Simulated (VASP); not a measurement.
Consider the following.

```
Cu3Li
1.0
    0.00000     2.84454     2.84454
    2.84454     0.00000     2.84454
    2.84454     2.84454     0.00000
Li Cu
1 3
Direct
  0.00000   0.00000   0.00000
  0.25000   0.25000   0.25000
  0.75000   0.75000   0.75000
  0.50000   0.50000   0.50000
```

These are PBEsol GGA with spin-orbit coupling, VASP's PBE PAW potentials (set 64) (plane waves; VASP) values and carry that method's errors. Numerical set-up: 520 eV cut-off, 8×8×8 Γ-centred mesh, Gaussian smearing of 0.050 eV, potentials Li_sv Cu.

Problem. Give the energies of bands 27 to 40 at the high-symmetry points, in eV from the Fermi level.

Solution. 
```json
[
 {"band": "27", "Γ": "-1.95", "X": "-1.86", "U": "-2.11", "L": "-2.06", "W": "-1.95"},
 {"band": "28", "Γ": "-1.95", "X": "-1.86", "U": "-2.11", "L": "-2.06", "W": "-1.95"},
 {"band": "29", "Γ": "-1.82", "X": "-1.68", "U": "-1.84", "L": "-1.98", "W": "-1.86"},
 {"band": "30", "Γ": "-1.82", "X": "-1.68", "U": "-1.84", "L": "-1.98", "W": "-1.86"},
 {"band": "31", "Γ": "-1.81", "X": "-1.66", "U": "-1.70", "L": "-1.82", "W": "-1.55"},
 {"band": "32", "Γ": "-1.81", "X": "-1.66", "U": "-1.70", "L": "-1.82", "W": "-1.55"},
 {"band": "33", "Γ": "-1.81", "X": "-1.23", "U": "-1.67", "L": "-1.78", "W": "-1.33"},
 {"band": "34", "Γ": "-1.81", "X": "-1.23", "U": "-1.67", "L": "-1.78", "W": "-1.33"},
 {"band": "35", "Γ": "5.79", "X": "-1.09", "U": "-0.92", "L": "-1.37", "W": "-0.88"},
 {"band": "36", "Γ": "5.79", "X": "-1.09", "U": "-0.92", "L": "-1.37", "W": "-0.88"},
 {"band": "37", "Γ": "5.93", "X": "-0.26", "U": "-0.90", "L": "4.44", "W": "-0.84"},
 {"band": "38", "Γ": "5.93", "X": "-0.26", "U": "-0.90", "L": "4.44", "W": "-0.84"},
 {"band": "39", "Γ": "5.93", "X": "-0.22", "U": "0.99", "L": "4.53", "W": "-0.24"},
 {"band": "40", "Γ": "5.93", "X": "-0.22", "U": "0.99", "L": "4.53", "W": "-0.24"}
]
```

It has no gap at this level: it comes out as a metal or semimetal.

The structure comes from a computed database's LiCu3 entry (Fm-3m); how it stands against other phases isn't given here. It was relaxed first.
